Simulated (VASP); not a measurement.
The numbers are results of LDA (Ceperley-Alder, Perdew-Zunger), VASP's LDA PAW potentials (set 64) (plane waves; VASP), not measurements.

VASP ran on this input.

INCAR:
```
ALGO=Normal
EDIFF=1E-6
EDIFFG=-0.01
ENCUT=300
IBRION=2
ISIF=3
ISMEAR=-1
LASPH=.True.
LCHARG=.False.
LMAXMIX=4
LREAL=.False.
LWAVE=.False.
NELM=100
NSW=50
PREC=Accurate
SIGMA=0.136
SYSTEM=NbP
```

File POSCAR:
```
NbP
1.0
 -1.6894970000   1.6894970000   5.7900490000
  1.6894970000  -1.6894970000   5.7900490000
  1.6894970000   1.6894970000  -5.7900490000
Nb P
2 2
Direct
  0.7498800000   0.7498800000   0.0000000000
  0.4998800000   0.9998800000   0.5000000000
  0.3327500000   0.3327500000   0.0000000000
  0.0827500000   0.5827500000   0.5000000000
```

### KPOINTS
```
K-points
0
G
9 9 9
```

POTCAR, in this order: Nb_sv P (LDA.64 set). Program: vasp_std.

Output

File OUTCAR:
```
 ion  position               nearest neighbor table
   1  0.750  0.750  0.000-   4 2.57   4 2.57   3 2.57   3 2.57   3 2.57   3 2.57
   2  0.500  1.000  0.500-   3 2.57   3 2.57   4 2.57   4 2.57   4 2.57   4 2.57
   3  0.333  0.333  0.000-   2 2.57   2 2.57   1 2.57   1 2.57   1 2.57   1 2.57
   4  0.083  0.583  0.500-   1 2.57   1 2.57   2 2.57   2 2.57   2 2.57   2 2.57
  LATTYP: Found a body centered tetragonal cell.
 ALAT       =     3.3789940000
 C/A-ratio  =     3.4270845110
 Subroutine PRICEL returns:
 Original cell was already a primitive cell.
 Subroutine GETGRP returns: Found  8 space group operations
The static configuration has the point symmetry C_2v.
 The point group associated with its full space group is C_4v.
The dynamic configuration has the point symmetry C_2v.
 Subroutine INISYM returns: Found  8 space group operations
 Subroutine IBZKPT returns following result:
 Found     75 irreducible k-points:

 Following reciprocal coordinates:
            Coordinates               Weight
  0.000000  0.000000  0.000000      1.000000
  0.111111  0.000000  0.000000      8.000000
  0.222222  0.000000 -0.000000      8.000000
  0.333333  0.000000 -0.000000      8.000000
  0.444444  0.000000 -0.000000      8.000000
...
```

OSZICAR:
```
...
DAV:   3    -0.379361756525E+02    0.21898E+01   -0.11349E+01  6030   0.305E+01    0.696E+00
DAV:   4    -0.380358279090E+02   -0.99652E-01   -0.24053E+00  5524   0.885E+00    0.220E+00
DAV:   5    -0.380583099694E+02   -0.22482E-01   -0.39532E-01  6588   0.498E+00    0.193E+00
DAV:   6    -0.381441756672E+02   -0.85866E-01   -0.39724E-01  6546   0.477E+00    0.611E-01
DAV:   7    -0.381384032807E+02    0.57724E-02   -0.45810E-02  4836   0.126E+00    0.218E-01
DAV:   8    -0.381379136339E+02    0.48965E-03   -0.72790E-03  5684   0.743E-01    0.113E-01
DAV:   9    -0.381379068896E+02    0.67444E-05   -0.29648E-04  5724   0.101E-01    0.203E-02
DAV:  10    -0.381379056481E+02    0.12415E-05   -0.47228E-05  5032   0.422E-02    0.102E-02
DAV:  11    -0.381379051158E+02    0.53225E-06   -0.24949E-06  3446   0.106E-02
   2 F= -.38137905E+02 E0= -.38105828E+02  d E =0.696783E+00
       N       E                     dE             d eps       ncg     rms          rms(c)
DAV:   1    -0.439245184073E+02   -0.57866E+01   -0.18646E+02  4156   0.171E+02    0.163E+01
DAV:   2    -0.400653895086E+02    0.38591E+01   -0.27838E+01  5562   0.508E+01    0.818E+00
DAV:   3    -0.390241538910E+02    0.10412E+01   -0.21507E+00  6216   0.125E+01    0.219E+00
DAV:   4    -0.389804253124E+02    0.43729E-01   -0.94526E-01  6228   0.550E+00    0.134E+00
DAV:   5    -0.390400256839E+02   -0.59600E-01   -0.64597E-02  4882   0.163E+00    0.597E-01
DAV:   6    -0.390644783249E+02   -0.24453E-01   -0.12892E-01  5976   0.158E+00    0.274E-01
DAV:   7    -0.390642794370E+02    0.19889E-03   -0.34832E-03  4474   0.514E-01    0.490E-02
DAV:   8    -0.390642375430E+02    0.41894E-04   -0.40418E-04  6232   0.117E-01    0.395E-02
DAV:   9    -0.390642404199E+02   -0.28769E-05   -0.22702E-05  5364   0.373E-02    0.127E-02
DAV:  10    -0.390642456845E+02   -0.52647E-05   -0.32329E-06  4366   0.124E-02    0.950E-03
DAV:  11    -0.390642465900E+02   -0.90548E-06   -0.18122E-06  3568   0.106E-02
   3 F= -.39064247E+02 E0= -.39030058E+02  d E =-.229558E+00
       N       E                     dE             d eps       ncg     rms          rms(c)
DAV:   1    -0.390669841676E+02   -0.27385E-02   -0.84543E-02  3762   0.363E+00    0.392E-01
DAV:   2    -0.390651982944E+02    0.17859E-02   -0.89651E-03  5012   0.990E-01    0.153E-01
DAV:   3    -0.390647281404E+02    0.47015E-03   -0.14527E-03  6358   0.357E-01    0.600E-02
DAV:   4    -0.390647378862E+02   -0.97457E-05   -0.36281E-04  5388   0.846E-02    0.248E-02
DAV:   5    -0.390647499963E+02   -0.12110E-04   -0.80123E-05  6538   0.670E-02    0.271E-02
DAV:   6    -0.390647677970E+02   -0.17801E-04   -0.27954E-05  6392   0.297E-02    0.545E-03
DAV:   7    -0.390647679914E+02   -0.19442E-06   -0.51526E-06  4022   0.122E-02
   4 F= -.39064768E+02 E0= -.39030687E+02  d E =-.230080E+00
       N       E                     dE             d eps       ncg     rms          rms(c)
DAV:   1    -0.390652961991E+02   -0.52840E-03   -0.21394E-02  3784   0.183E+00    0.197E-01
DAV:   2    -0.390648446955E+02    0.45150E-03   -0.22547E-03  4962   0.498E-01    0.763E-02
DAV:   3    -0.390647271880E+02    0.11751E-03   -0.36194E-04  6280   0.179E-01    0.301E-02
DAV:   4    -0.390647295866E+02   -0.23986E-05   -0.90731E-05  5424   0.421E-02    0.125E-02
DAV:   5    -0.390647327135E+02   -0.31268E-05   -0.19939E-05  6496   0.335E-02    0.137E-02
DAV:   6    -0.390647371468E+02   -0.44333E-05   -0.60622E-06  4848   0.148E-02    0.259E-03
DAV:   7    -0.390647371827E+02   -0.35934E-07   -0.17326E-06  2466   0.860E-03
   5 F= -.39064737E+02 E0= -.39030709E+02  d E =-.230049E+00
       N       E                     dE             d eps       ncg     rms          rms(c)
DAV:   1    -0.390717671859E+02   -0.70300E-02   -0.32370E-01  3588   0.525E+00    0.422E-01
DAV:   2    -0.390678151622E+02    0.39520E-02   -0.17697E-02  4156   0.123E+00    0.224E-01
DAV:   3    -0.390662031477E+02    0.16120E-02   -0.53312E-03  5266   0.610E-01    0.568E-02
DAV:   4    -0.390662167928E+02   -0.13645E-04   -0.38790E-04  4206   0.160E-01    0.289E-02
DAV:   5    -0.390662149898E+02    0.18030E-05   -0.46463E-05  6352   0.547E-02    0.110E-02
DAV:   6    -0.390662142104E+02    0.77945E-06   -0.36185E-06  3520   0.164E-02
   6 F= -.39066214E+02 E0= -.39032490E+02  d E =-.147703E-02
       N       E                     dE             d eps       ncg     rms          rms(c)
DAV:   1    -0.390665612333E+02   -0.34624E-03   -0.16692E-02  3618   0.119E+00    0.954E-02
DAV:   2    -0.390663575252E+02    0.20371E-03   -0.91452E-04  4234   0.281E-01    0.509E-02
DAV:   3    -0.390662745463E+02    0.82979E-04   -0.27048E-04  5284   0.137E-01    0.131E-02
DAV:   4    -0.390662752862E+02   -0.73992E-06   -0.19749E-05  4216   0.357E-02    0.652E-03
DAV:   5    -0.390662751244E+02    0.16183E-06   -0.14674E-06  2998   0.123E-02
   7 F= -.39066275E+02 E0= -.39032620E+02  d E =-.153794E-02
       N       E                     dE             d eps       ncg     rms          rms(c)
DAV:   1    -0.390680481273E+02   -0.17728E-02   -0.13130E-01  4350   0.420E+00    0.393E-01
DAV:   2    -0.390667278559E+02    0.13203E-02   -0.15114E-02  4802   0.125E+00    0.127E-01
DAV:   3    -0.390664163021E+02    0.31155E-03   -0.84712E-04  6320   0.267E-01    0.544E-02
DAV:   4    -0.390664045882E+02    0.11714E-04   -0.42025E-04  5884   0.124E-01    0.348E-02
DAV:   5    -0.390664204351E+02   -0.15847E-04   -0.25930E-05  4290   0.376E-02    0.184E-02
DAV:   6    -0.390664299569E+02   -0.95218E-05   -0.26961E-05  6112   0.283E-02    0.629E-03
DAV:   7    -0.390664306874E+02   -0.73056E-06   -0.22205E-06  3490   0.115E-02
   8 F= -.39066431E+02 E0= -.39032758E+02  d E =-.155563E-03
       N       E                     dE             d eps       ncg     rms          rms(c)
DAV:   1    -0.390667417227E+02   -0.31177E-03   -0.18465E-02  4350   0.157E+00    0.148E-01
DAV:   2    -0.390665584983E+02    0.18322E-03   -0.21442E-03  4764   0.470E-01    0.478E-02
DAV:   3    -0.390665148801E+02    0.43618E-04   -0.12112E-04  6328   0.996E-02    0.207E-02
DAV:   4    -0.390665132090E+02    0.16711E-05   -0.59752E-05  5924   0.467E-02    0.131E-02
DAV:   5    -0.390665153403E+02   -0.21313E-05   -0.34724E-06  3584   0.140E-02    0.711E-03
DAV:   6    -0.390665166331E+02   -0.12929E-05   -0.21459E-06  3098   0.125E-02    0.251E-03
DAV:   7    -0.390665167850E+02   -0.15186E-06   -0.18688E-06  2304   0.106E-02
   9 F= -.39066517E+02 E0= -.39032853E+02  d E =-.241661E-03
       N       E                     dE             d eps       ncg     rms          rms(c)
DAV:   1    -0.390667886230E+02   -0.27199E-03   -0.32475E-02  4350   0.202E+00    0.176E-01
DAV:   2    -0.390665993286E+02    0.18929E-03   -0.37043E-03  4794   0.606E-01    0.535E-02
DAV:   3    -0.390665486679E+02    0.50661E-04   -0.16255E-04  6052   0.113E-01    0.247E-02
DAV:   4    -0.390665457083E+02    0.29595E-05   -0.96028E-05  5982   0.638E-02    0.174E-02
DAV:   5    -0.390665485805E+02   -0.28722E-05   -0.46332E-06  3748   0.199E-02    0.918E-03
DAV:   6    -0.390665507823E+02   -0.22018E-05   -0.41887E-06  4320   0.158E-02    0.166E-03
DAV:   7    -0.390665508519E+02   -0.69575E-07   -0.14018E-06  2950   0.995E-03
  10 F= -.39066551E+02 E0= -.39032967E+02  d E =-.340669E-04
       N       E                     dE             d eps       ncg     rms          rms(c)
DAV:   1    -0.390666075882E+02   -0.56806E-04   -0.46390E-03  4350   0.761E-01    0.667E-02
DAV:   2    -0.390665806814E+02    0.26907E-04   -0.53574E-04  4796   0.232E-01    0.210E-02
DAV:   3    -0.390665726365E+02    0.80450E-05   -0.22668E-05  5862   0.424E-02    0.991E-03
DAV:   4    -0.390665720387E+02    0.59777E-06   -0.15921E-05  5928   0.256E-02    0.691E-03
DAV:   5    -0.390665724375E+02   -0.39883E-06   -0.66416E-07  2034   0.854E-03
  11 F= -.39066572E+02 E0= -.39032958E+02  d E =-.556525E-04
```

**OUTCAR**
```
------------------------ aborting loop because EDIFF is reached ----------------------------------------
  FORCE on cell =-STRESS in cart. coord.  units (eV):
  Direction    XX          YY          ZZ          XY          YZ          ZX
  --------------------------------------------------------------------------------------
  Total        0.0177528      0.0177528     -0.0129506      0.0000000      0.0000000      0.0000000
  in kB        0.4649969      0.4649969     -0.3392130      0.0000000      0.0000000      0.0000000
  external PRESSURE =       0.1969269 kB  Pullay stress =       0.0000000 kB
  volume of cell :       61.17
      direct lattice vectors                 reciprocal lattice vectors
    -1.649842347  1.649842347  5.617999563     0.000000000  0.303059259  0.088999651
     1.649842347 -1.649842347  5.617999563     0.303059259  0.000000000  0.088999651
     1.649842347  1.649842347 -5.617999563     0.303059259  0.303059259  0.000000000
 POSITION                                       TOTAL-FORCE (eV/Angst)
 -----------------------------------------------------------------------------------
      0.00000      0.00000      8.42869         0.000000     -0.000000     -0.001428
      0.00000      1.64984      0.00169        -0.000000      0.000000     -0.001428
      0.00000      0.00000      3.73574        -0.000000      0.000000      0.001428
      1.64984      0.00000      0.92674         0.000000     -0.000000      0.001428
 -----------------------------------------------------------------------------------
    total drift:                                0.000002      0.000002      0.000113
  FREE ENERGIE OF THE ION-ELECTRON SYSTEM (eV)
  ---------------------------------------------------
  free  energy   TOTEN  =       -39.0665724375 eV

  energy  without entropy=      -38.9993432350  energy(sigma->0) =      -39.03295784

 reached required accuracy - stopping structural energy minimisation
```
(Selected blocks of OUTCAR.)

CONTCAR:
```
NbP
   1.00000000000000
    -1.6498423472062524    1.6498423472062524    5.6179995633882580
     1.6498423472062524   -1.6498423472062524    5.6179995633882580
     1.6498423472062524    1.6498423472062524   -5.6179995633882580
  Nb              P
     2     2
Direct
     0.7501507172599942    0.7501507172599942    0.0000000000000000
     0.5001507172599940    0.0001507172599941    0.5000000000000000
     0.3324792827400007    0.3324792827400007    0.0000000000000000
     0.0824792827400006    0.5824792827400005    0.5000000000000000
```

At this cut-off the stress carries a Pulay error, which pulls relaxed volumes low. Energy and stress use the plane-wave basis of the starting cell.

The structure comes from a computed database's NbP entry; how it stands against other phases isn't given here. This run relaxes it. Symmetry was kept, so distortions that lower it aren't found. The run is one of a series of settings (EDIFFG = -0.01, IBRION = 2, ISIF = 3, NSW = 50 against the base run), some of them coarse on purpose.
